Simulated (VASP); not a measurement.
Elastic constants (GPa) of a crystal from PBE GGA, VASP's PBE PAW potentials (set 64) run with VASP 6.6.1:

|  | xx | yy | zz | yz | xz | xy |
|---|---|---|---|---|---|---|
| xx | 314.8 | 162.5 | 162.5 | 0.0 | 0.0 | 0.0 |
| yy | 162.5 | 314.8 | 162.5 | 0.0 | 0.0 | 0.0 |
| zz | 162.5 | 162.5 | 314.8 | 0.0 | 0.0 | 0.0 |
| yz | 0.0 | 0.0 | 0.0 | 129.7 | 0.0 | 0.0 |
| xz | 0.0 | 0.0 | 0.0 | 0.0 | 129.7 | 0.0 |
| xy | 0.0 | 0.0 | 0.0 | 0.0 | 0.0 | 129.7 |

Finite-difference elastic constants of metals are sensitive to mesh and smearing; shear constants can be off by tens of GPa.

**Question.** Work out the Voigt, Reuss and Hill moduli, Young's modulus and Poisson's ratio.

**Answer.** All eigenvalues are positive (smallest 129.7 GPa), so the crystal is stable. K_V = (C11+C22+C33+2(C12+C13+C23))/9 = (944.4 + 2×487.5)/9 = 213.3 GPa; G_V = (944.4 − 487.5 + 3×389.1)/15 = 108.3 GPa. From the compliances, K_R = 213.3 GPa and G_R = 101.2 GPa. Hill: K = 213.3 GPa, G = 104.8 GPa, E = 9KG/(3K+G) = 270.0 GPa, ν = (3K−2G)/(2(3K+G)) = 0.289. K/G = 2.04, above Pugh's 1.75; universal anisotropy A^U = 0.35.

**Question.** With a density of 7.88 g/cm³, what are the mean sound speeds?

**Answer.** v_l = √((K+4G/3)/ρ) = 6.69 km/s and v_t = √(G/ρ) = 3.65 km/s. The crystal is Ni3Si (L1_2), cubic.

The compound is Ni3Si in the L1_2 structure. It was relaxed first. The run is not spin-polarised, so no magnetic state was tried.
